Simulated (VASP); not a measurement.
Computed with optB86b-vdW, VASP's PBE PAW potentials (set 64) (plane waves; VASP 6.6.1).

VASP input:

### KPOINTS
```
Regular mesh
0
Gamma
  9 9 9
```

### POSCAR
```
Cs
1
   -3.0262671478     3.0262671478     3.0262671478
    3.0262671478    -3.0262671478     3.0262671478
    3.0262671478     3.0262671478    -3.0262671478
Cs
1
Direct
  0.0000000000   0.0000000000   0.0000000000
```

**INCAR**
```
SYSTEM=Cs
PREC=Accurate; ENCUT=520; LREAL=.FALSE.
LASPH=.TRUE.
EDIFF=1E-7; NELM=100; ALGO=Normal
LMAXMIX=4
ISMEAR=1; SIGMA=0.1
GGA=MK; LUSE_VDW=.TRUE.; AGGAC=0.0
PARAM1=0.1234; PARAM2=1.0
ISIF=2
LWAVE=.FALSE.; LCHARG=.FALSE.
```

POTCAR, in this order: Cs_sv (PBE.64 set). Program: vasp_std.

Output

OSZICAR:
```
       N       E                     dE             d eps       ncg     rms          rms(c)
DAV:   1     0.554693571171E+02    0.55469E+02   -0.29973E+03   560   0.785E+02
DAV:   2     0.662951372246E+01   -0.48840E+02   -0.48422E+02   744   0.121E+02
DAV:   3     0.208433452137E+01   -0.45452E+01   -0.45445E+01   568   0.454E+01
DAV:   4     0.202557443890E+01   -0.58760E-01   -0.58760E-01  1008   0.639E+00
DAV:   5     0.202552415320E+01   -0.50286E-04   -0.50286E-04   760   0.119E-01    0.146E-01
DAV:   6     0.202523809324E+01   -0.28606E-03   -0.13594E-03  1008   0.200E-01    0.982E-02
DAV:   7     0.202422103654E+01   -0.10171E-02   -0.43854E-03   688   0.357E-01    0.350E-02
DAV:   8     0.202401632886E+01   -0.20471E-03   -0.33574E-04   776   0.956E-02    0.800E-03
DAV:   9     0.202400042251E+01   -0.15906E-04   -0.22413E-05   936   0.208E-02    0.386E-03
DAV:  10     0.202399844978E+01   -0.19727E-05   -0.74821E-06   736   0.122E-02    0.968E-04
DAV:  11     0.202399832236E+01   -0.12743E-06   -0.15413E-07   992   0.213E-03    0.337E-04
DAV:  12     0.202399826151E+01   -0.60852E-07   -0.10115E-07   664   0.131E-03
   1 F= 0.20239983E+01 E0= 0.20243904E+01  d E =-.117630E-02
```

OUTCAR:
```
------------------------ aborting loop because EDIFF is reached ----------------------------------------
  FORCE on cell =-STRESS in cart. coord.  units (eV):
  Direction    XX          YY          ZZ          XY          YZ          ZX
  --------------------------------------------------------------------------------------
  Total       -0.0763220     -0.0763220     -0.0763220      0.0000000      0.0000000      0.0000000
  in kB       -1.1030078     -1.1030078     -1.1030078      0.0000000      0.0000000      0.0000000
  external PRESSURE =      -1.1030078 kB  Pullay stress =       0.0000000 kB
  volume of cell :      110.86
      direct lattice vectors                 reciprocal lattice vectors
    -3.026267148  3.026267148  3.026267148     0.000000000  0.165220047  0.165220047
     3.026267148 -3.026267148  3.026267148     0.165220047  0.000000000  0.165220047
     3.026267148  3.026267148 -3.026267148     0.165220047  0.165220047  0.000000000
 POSITION                                       TOTAL-FORCE (eV/Angst)
 -----------------------------------------------------------------------------------
      0.00000      0.00000      0.00000         0.000000      0.000000      0.000000
 -----------------------------------------------------------------------------------
    total drift:                               -0.000000      0.000000      0.000000
  FREE ENERGIE OF THE ION-ELECTRON SYSTEM (eV)
  ---------------------------------------------------
  free  energy   TOTEN  =         2.0239982615 eV

  energy  without entropy=        2.0251745645  energy(sigma->0) =        2.02439036
```
(Selected blocks of OUTCAR.)

File OUTCAR:
```
 val. band max:        0.4716653572   @ k =  -0.3333   0.4444   0.1111

 cond. band min:       0.5235642050   @ k =  -0.4444   0.4444   0.1111


 Fermi energy:         0.4812061773

 k-point     1 :       0.0000    0.0000    0.0000
  band No.  band energies     occupation
      1     -23.3729      2.00000
      2     -10.0900      2.00000
      3     -10.0900      2.00000
      4     -10.0900      2.00000
      5      -1.2427      2.00000
      6       2.9789      0.00000
      7       2.9789      0.00000
      8       2.9789      0.00000

 k-point     2 :       0.1111    0.0000    0.0000
  band No.  band energies     occupation
      1     -23.3719      2.00000
      2     -10.1090      2.00000
      3     -10.0961      2.00000
      4     -10.0901      2.00000
      5      -1.1011      2.00000
      6       2.8318      0.00000
      7       2.8386      0.00000
      8       3.1213      0.00000

 k-point     3 :       0.2222    0.0000    0.0000
  band No.  band energies     occupation
      1     -23.3695      2.00000
      2     -10.1563      2.00000
      3     -10.1115      2.00000
      4     -10.0902      2.00000
      5      -0.7031      2.00000
      6       2.3514     -0.00000
      7       2.5351      0.00000
      8       3.5400      0.00000

 k-point     4 :       0.3333    0.0000    0.0000
  band No.  band energies     occupation
      1     -23.3669      2.00000
      2     -10.2085      2.00000
      3     -10.1288      2.00000
      4     -10.0903      2.00000
      5      -0.1370      2.00000
      6       1.8388     -0.00000
      7       2.2730     -0.00000
      8       3.7908      0.00000

 k-point     5 :       0.4444    0.0000    0.0000
  band No.  band energies     occupation
      1     -23.3651      2.00000
      2     -10.2418      2.00000
      3     -10.1400      2.00000
      4     -10.0904      2.00000
      5       0.3905      2.02534
      6       1.4747     -0.00000
      7       2.1283     -0.00000
...
```

Unless said otherwise, spin-orbit coupling is left out, though it shifts the bands of the heavy elements here.

The compound is Cs in the bcc structure. This cell is one point of a volume scan, at 1.06 of the reference volume.
